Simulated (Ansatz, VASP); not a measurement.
# ZnB in VASP and in Ansatz

```
CELL_PARAMETERS angstrom
2.50923 0.00000 0.00000
0.00000 2.50923 0.00000
0.00000 0.00000 3.38018
ATOMIC_POSITIONS crystal
Zn 0.50000 0.50000 0.50000
B 0.00000 0.00000 0.00000
```

Change from the starting cell: species swapped into the ZnNi type (P4/mmm, No. 123).

Alike in both runs: functional PBE; k mesh 20 × 20 × 18; occupations gaussian, width 0.1 eV; no spin polarisation.

Ansatz relaxed the structure, and its values are those at the end. VASP's run is a single point on that final structure, the one shown.

```csv
,VASP,Ansatz
version,VASP 6.6.1,Ansatz 0.2.0
potentials or method,"VASP PAW PBE potentials, release 64 (Zn, B)","scalar-relativistic, plane waves, PAW"
plane-wave cutoff (eV),520,420
valence electrons in the cell,15,15
```

VASP gave:

```
gap on the k mesh at the Fermi level (eV) : none
pressure (GPa)                            : 0.4
```

Which values does Ansatz return?

gap on the k mesh at the Fermi level (eV): none; pressure (GPa): 0.0.

A gap of «none» marks a metal or a gap that the smearing closes.
